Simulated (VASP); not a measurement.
All values below come from PBEsol GGA, VASP's PBE PAW potentials (set 64) (plane waves; VASP 6.6.1).

VASP input:

File KPOINTS:
```
Automatic mesh
0
gamma
  6 6 6
0.5 0.5 0.5
```

### INCAR
```
ALGO = Normal
EDIFF = 1E-03
ENCUT = 240
GGA = PS
ISIF = 2
ISMEAR = 1
LASPH = .TRUE.
LCHARG = .FALSE.
LMAXMIX = 4
LREAL = .FALSE.
LWAVE = .FALSE.
NELM = 100
PREC = Accurate
SIGMA = 0.136
SYSTEM = VBiO4
```

POSCAR:
```
VBiO4
1
   -2.5610550000     2.5610550000     5.7960650000
    2.5610550000    -2.5610550000     5.7960650000
    2.5610550000     2.5610550000    -5.7960650000
V Bi O
2 2 8
Direct
  0.4997990000   0.5004660000   0.0036940000
  0.2520100000   0.7552910000   0.5065770000
  0.0021860000   0.0021040000   0.0021030000
  0.7449160000   0.2488760000   0.4976830000
  0.1715530000   0.5569640000   0.8897870000
  0.3136170000   0.9171000000   0.8909690000
  0.6772290000   0.2796570000   0.1131820000
  0.0335940000   0.4244050000   0.1140390000
  0.5721080000   0.6881690000   0.6016340000
  0.4375850000   0.3280310000   0.6020230000
  0.0775910000   0.9685900000   0.3879290000
  0.7178130000   0.8303470000   0.3903790000
```

POTCAR, in this order: V_sv Bi_d O (PBE.64 set). Program: vasp_std.

Output

### OUTCAR
```
 ion  position               nearest neighbor table
   1  0.500  0.500  0.004-   5 1.72  12 1.73   7 1.74  10 1.79
   2  0.252  0.755  0.507-   9 1.71   6 1.71  11 1.73   8 1.74
   3  0.002  0.002  0.002-  10 2.40   7 2.40  12 2.43   5 2.45   6 2.46  11 2.47   8 2.47   9 2.50
                             4 3.83   4 3.86   4 3.89   4 3.89
   4  0.745  0.249  0.498-   6 2.40  10 2.41   8 2.43   9 2.44  11 2.44  12 2.45   7 2.47   5 2.48
                             3 3.83   3 3.86   3 3.89   3 3.89
   5  0.172  0.557  0.890-   1 1.72   3 2.45   4 2.48
   6  0.314  0.917  0.891-   2 1.71   4 2.40   3 2.46
   7  0.677  0.280  0.113-   1 1.74   3 2.40   4 2.47
   8  0.034  0.424  0.114-   2 1.74   4 2.43   3 2.47
   9  0.572  0.688  0.602-   2 1.71   4 2.44   3 2.50
  10  0.438  0.328  0.602-   1 1.79   3 2.40   4 2.41
  11  0.078  0.969  0.388-   2 1.73   4 2.44   3 2.47
  12  0.718  0.830  0.390-   1 1.73   3 2.43   4 2.45
  LATTYP: Found a body centered tetragonal cell.
 ALAT       =     5.1221100000
 C/A-ratio  =     2.2631552231
 Subroutine PRICEL returns:
 Original cell was already a primitive cell.
 Subroutine GETGRP returns: Found  1 space group operations
The static configuration has the point symmetry C_1 .
The dynamic configuration has the point symmetry C_1 .
 Subroutine INISYM returns: Found  1 space group operations
 Subroutine IBZKPT returns following result:
 Found    108 irreducible k-points:

 Following reciprocal coordinates:
            Coordinates               Weight
  0.083333  0.083333  0.083333      2.000000
 -0.083333  0.250000 -0.083333      2.000000
  0.083333  0.083333 -0.250000      2.000000
  0.250000 -0.083333 -0.083333      2.000000
  0.250000  0.083333  0.083333      2.000000
 -0.083333  0.416667 -0.083333      2.000000
  0.083333  0.250000 -0.416667      2.000000
  0.416667 -0.083333 -0.250000      2.000000
 -0.250000 -0.083333  0.416667      2.000000
  0.083333 -0.416667  0.250000      2.000000
 -0.083333 -0.250000 -0.083333      2.000000
 -0.416667  0.083333  0.083333      2.000000
  0.416667  0.083333  0.083333      2.000000
 -0.083333 -0.416667 -0.083333      2.000000
  0.083333  0.416667  0.416667      2.000000
 -0.416667 -0.083333 -0.416667      2.000000
 -0.083333  0.083333  0.083333      2.000000
 -0.083333  0.083333 -0.083333      2.000000
  0.250000  0.250000  0.083333      2.000000
 -0.083333 -0.416667 -0.250000      2.000000
  0.250000  0.250000  0.416667      2.000000
 -0.416667 -0.083333 -0.250000      2.000000
  0.416667  0.250000  0.083333      2.000000
 -0.083333 -0.250000 -0.250000      2.000000
  0.250000  0.416667  0.250000      2.000000
 -0.250000 -0.083333 -0.416667      2.000000
 -0.416667 -0.250000 -0.250000      2.000000
  0.083333  0.250000  0.416667      2.000000
 -0.250000 -0.416667 -0.083333      2.000000
  0.250000  0.083333  0.250000      2.000000
 -0.416667  0.250000  0.083333      2.000000
 -0.083333 -0.083333 -0.250000      2.000000
  0.250000 -0.416667  0.083333      2.000000
 -0.083333 -0.083333  0.416667      2.000000
 -0.250000  0.250000  0.083333      2.000000
 -0.083333  0.083333 -0.250000      2.000000
  0.250000 -0.250000  0.083333      2.000000
  0.083333 -0.083333 -0.250000      2.000000
 -0.083333  0.250000  0.083333      2.000000
 -0.083333  0.250000 -0.250000      2.000000
   k-points           NKPTS =    108   k-points in BZ     NKDIM =    108   number of bands    NBANDS=     62
   number of dos      NEDOS =    301   number of ions     NIONS =     12
   total plane-waves  NPLWV =  46656
   dimension x,y,z NGX =    36 NGY =   36 NGZ =   36
   dimension x,y,z NGXF=    72 NGYF=   72 NGZF=   72
   ions per type =               2   2   8
...
```

OSZICAR:
```
       N       E                     dE             d eps       ncg     rms          rms(c)
DAV:   1     0.983707867924E+03    0.98371E+03   -0.37957E+04 14528   0.114E+03
DAV:   2     0.238480672297E+02   -0.95986E+03   -0.91471E+03 14700   0.415E+02
DAV:   3    -0.106879292328E+03   -0.13073E+03   -0.12785E+03 15188   0.161E+02
DAV:   4    -0.112792739891E+03   -0.59134E+01   -0.58742E+01 16412   0.357E+01
DAV:   5    -0.113004279223E+03   -0.21154E+00   -0.21118E+00 17934   0.647E+00    0.654E+01
DAV:   6    -0.103919624239E+03    0.90847E+01   -0.12977E+02 20222   0.732E+01    0.310E+01
DAV:   7    -0.100172479058E+03    0.37471E+01   -0.97567E+01 18042   0.733E+01    0.285E+01
DAV:   8    -0.970918627021E+02    0.30806E+01   -0.13629E+01 15276   0.184E+01    0.116E+01
DAV:   9    -0.959223172213E+02    0.11695E+01   -0.21045E+00 17862   0.932E+00    0.192E+00
DAV:  10    -0.959190476334E+02    0.32696E-02   -0.34972E-01 16870   0.285E+00    0.166E+00
DAV:  11    -0.959241307910E+02   -0.50832E-02   -0.95271E-02 16330   0.235E+00    0.157E+00
DAV:  12    -0.959090797140E+02    0.15051E-01   -0.73068E-02 16260   0.188E+00    0.465E-01
DAV:  13    -0.959082549855E+02    0.82473E-03   -0.45842E-03 12890   0.426E-01
   1 F= -.95908255E+02 E0= -.95910037E+02  d E =0.534715E-02
```

### OUTCAR
```
------------------------ aborting loop because EDIFF is reached ----------------------------------------
  FORCE on cell =-STRESS in cart. coord.  units (eV):
  Direction    XX          YY          ZZ          XY          YZ          ZX
  --------------------------------------------------------------------------------------
  Total     -100.4519045    -99.6364781   -100.2991520     -0.4794540      0.4029374      0.0002950
  in kB    -1058.3704567  -1049.7790495  -1056.7610425     -5.0515708      4.2453858      0.0031078
  external PRESSURE =   -1054.9701829 kB  Pullay stress =       0.0000000 kB
  volume of cell :      152.07
      direct lattice vectors                 reciprocal lattice vectors
    -2.561055000  2.561055000  5.796065000     0.000000000  0.195232043  0.086265423
     2.561055000 -2.561055000  5.796065000     0.195232043  0.000000000  0.086265423
     2.561055000  2.561055000 -5.796065000     0.195232043  0.195232043  0.000000000
 POSITION                                       TOTAL-FORCE (eV/Angst)
 -----------------------------------------------------------------------------------
      0.01117      0.00775      5.77619        -0.894813     -0.266114      0.824185
      2.58630      0.00844      2.90223        -0.670377     -0.667446     -0.104980
      0.00518      0.00560      0.01268         0.177837      0.105779     -0.003195
      0.00421      2.54498      2.87548         0.133054      0.139595     -0.015445
      3.26585      1.29173     -0.93473         0.182942     -0.135558     -0.051539
      3.82737      0.73627      1.96920         0.654160      0.260999     -0.363060
     -0.72834      1.30807      4.89016         0.043209     -0.068385     -0.103640
      1.29295     -0.70883      1.99361        -0.251304     -0.280018     -0.260375
      1.83806      1.24358      3.81754        -0.297973      0.635233      0.496858
      1.26124      1.82239      0.94820         0.620244      0.367986     -0.640318
      3.27540     -1.28839      3.81527         0.243779     -0.211529      0.205320
      1.28799      0.71158      6.71057         0.059243      0.119456      0.016190
 -----------------------------------------------------------------------------------
    total drift:                               -0.000412     -0.000726      0.001695
  FREE ENERGIE OF THE ION-ELECTRON SYSTEM (eV)
  ---------------------------------------------------
  free  energy   TOTEN  =       -95.9082549855 eV

  energy  without entropy=      -95.9136021376  energy(sigma->0) =      -95.91003737
```
(Selected blocks of OUTCAR.)

At this cut-off the stress carries a Pulay error, which pulls relaxed volumes low.

The structure comes from a computed database's VBiO4 entry; how it stands against other phases isn't given here. The cell was not relaxed at this level, atoms are displaced from their ideal sites. The run is one of a series of settings (EDIFF = 1E-03, ENCUT = 240, ISMEAR = 1, SIGMA = 0.136, KPOINTS 6×6×6 Γ-centred mesh shifted by (0.5, 0.5, 0.5) against the base run), some of them coarse on purpose. The run is not spin-polarised, so no magnetic state was tried.
